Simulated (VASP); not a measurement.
Level of theory: LDA (Ceperley-Alder, Perdew-Zunger), VASP's LDA PAW potentials (set 64) (plane waves; VASP 6.6.1).

VASP input:

File POSCAR:
```
TiC
1.0
  0.0000000000   2.1320753291   2.1320753291
  2.1320753291   0.0000000000   2.1320753291
  2.1320753291   2.1320753291   0.0000000000
Ti C
1 1
Cart
  0.0000000000   0.0000000000   0.0000000000
  2.1320753291   2.1320753291   2.1320753291
```

### KPOINTS
```
Automatic mesh
0
Gamma
15 15 15
0 0 0
```

### INCAR
```
! general
SYSTEM  = TiC
PREC    = Accurate
ENCUT   = 620   ! plane-wave cut-off (eV)
LREAL   = F   ! projection in real space or not
LASPH   = T

! electronic loop
EDIFF   = 1E-6   ! SCF stop (eV)
NELM    = 100   ! most electronic steps
ALGO    = Normal
LMAXMIX = 4   ! l cut-off of mixed one-centre charges

! smearing
ISMEAR  = 1   ! Methfessel-Paxton
SIGMA   = 0.1

! ions
IBRION  = 2
NSW     = 40
ISIF    = 3
EDIFFG  = -0.02   ! ionic stop

! output
LWAVE   = F
LCHARG  = F
```

POTCAR, in this order: Ti_sv C (LDA.64 set). Program: vasp_std.

Output of the run:

OSZICAR:
```
       N       E                     dE             d eps       ncg     rms          rms(c)
DAV:   1     0.127576641763E+03    0.12758E+03   -0.95823E+03  2880   0.183E+03
DAV:   2    -0.154029320546E+02   -0.14298E+03   -0.13666E+03  2964   0.408E+02
DAV:   3    -0.254531073626E+02   -0.10050E+02   -0.96507E+01  3800   0.101E+02
DAV:   4    -0.259691427004E+02   -0.51604E+00   -0.51528E+00  3788   0.216E+01
DAV:   5    -0.259827291997E+02   -0.13586E-01   -0.13585E-01  3832   0.316E+00    0.194E+01
DAV:   6    -0.211861599635E+02    0.47966E+01   -0.30719E+01  3388   0.708E+01    0.700E+00
DAV:   7    -0.205806913232E+02    0.60547E+00   -0.44095E+00  3332   0.280E+01    0.524E+00
DAV:   8    -0.205432835967E+02    0.37408E-01   -0.16183E-01  3052   0.543E+00    0.278E+00
DAV:   9    -0.205438643066E+02   -0.58071E-03   -0.10515E-01  3252   0.370E+00    0.804E-01
DAV:  10    -0.205407010211E+02    0.31633E-02   -0.15717E-02  3988   0.190E+00    0.472E-01
DAV:  11    -0.205398814671E+02    0.81955E-03   -0.55378E-03  3140   0.114E+00    0.112E-01
DAV:  12    -0.205398000715E+02    0.81396E-04   -0.59691E-04  3052   0.425E-01    0.299E-02
DAV:  13    -0.205397866024E+02    0.13469E-04   -0.37153E-05  4392   0.887E-02    0.106E-02
DAV:  14    -0.205397857377E+02    0.86468E-06   -0.18131E-06  2520   0.172E-02
   1 F= -.20539786E+02 E0= -.20539773E+02  d E =-.205398E+02
```

### OUTCAR
```
------------------------ aborting loop because EDIFF is reached ----------------------------------------
  FORCE on cell =-STRESS in cart. coord.  units (eV):
  Direction    XX          YY          ZZ          XY          YZ          ZX
  --------------------------------------------------------------------------------------
  Total       -0.0228100     -0.0228100     -0.0228100      0.0000000      0.0000000      0.0000000
  in kB       -1.8853791     -1.8853791     -1.8853791      0.0000000      0.0000000      0.0000000
  external PRESSURE =      -1.8853791 kB  Pullay stress =       0.0000000 kB
  volume of cell :       19.38
      direct lattice vectors                 reciprocal lattice vectors
     0.000000000  2.132075329  2.132075329    -0.234513290  0.234513290  0.234513290
     2.132075329  0.000000000  2.132075329     0.234513290 -0.234513290  0.234513290
     2.132075329  2.132075329  0.000000000     0.234513290  0.234513290 -0.234513290
 POSITION                                       TOTAL-FORCE (eV/Angst)
 -----------------------------------------------------------------------------------
      0.00000      0.00000      0.00000         0.000000     -0.000000      0.000000
      2.13208      2.13208      2.13208        -0.000000      0.000000     -0.000000
 -----------------------------------------------------------------------------------
    total drift:                                0.000000     -0.000000     -0.000000
  FREE ENERGIE OF THE ION-ELECTRON SYSTEM (eV)
  ---------------------------------------------------
  free  energy   TOTEN  =       -20.5397857377 eV

  energy  without entropy=      -20.5397482323  energy(sigma->0) =      -20.53977324

 reached required accuracy - stopping structural energy minimisation
```
(Selected blocks of OUTCAR.)

The compound is TiC in the rock salt structure. It was relaxed first.
